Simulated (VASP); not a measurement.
Consider the following.

```
BaTe
1.0
    0.00000     3.54329     3.54329
    3.54329     0.00000     3.54329
    3.54329     3.54329     0.00000
Ba Te
1 1
Direct
  0.00000   0.00000   0.00000
  0.50000   0.50000   0.50000
```

Computed with r2SCAN meta-GGA, VASP's PBE PAW potentials (set 64) (plane waves; VASP). Settings: 520 eV cut-off, 7×7×7 Γ-centred mesh, tetrahedra with Blöchl corrections, potentials Ba_sv Te.

Unless said otherwise, spin-orbit coupling is left out, though it shifts the bands of the heavy elements here.

Q: Give the energies of bands 6 to 11 at the high-symmetry points, in eV from the valence-band maximum.

A: 
```json
[
 {"band": "6", "Γ": "0.00", "X": "-1.14", "U": "-1.20", "L": "-2.12", "W": "-1.20"},
 {"band": "7", "Γ": "0.00", "X": "-0.39", "U": "-1.05", "L": "-1.05", "W": "-0.93"},
 {"band": "8", "Γ": "0.00", "X": "-0.39", "U": "-0.74", "L": "-1.05", "W": "-0.93"},
 {"band": "9", "Γ": "3.36", "X": "1.95", "U": "2.99", "L": "4.59", "W": "3.92"},
 {"band": "10", "Γ": "3.36", "X": "4.88", "U": "5.40", "L": "5.17", "W": "3.92"},
 {"band": "11", "Γ": "3.36", "X": "5.19", "U": "5.60", "L": "5.33", "W": "5.33"}
]
```

The gap is indirect, 1.95 eV, from the valence maximum at Γ to the conduction minimum at X.

The compound is BaTe in the rock salt structure. It was relaxed first.
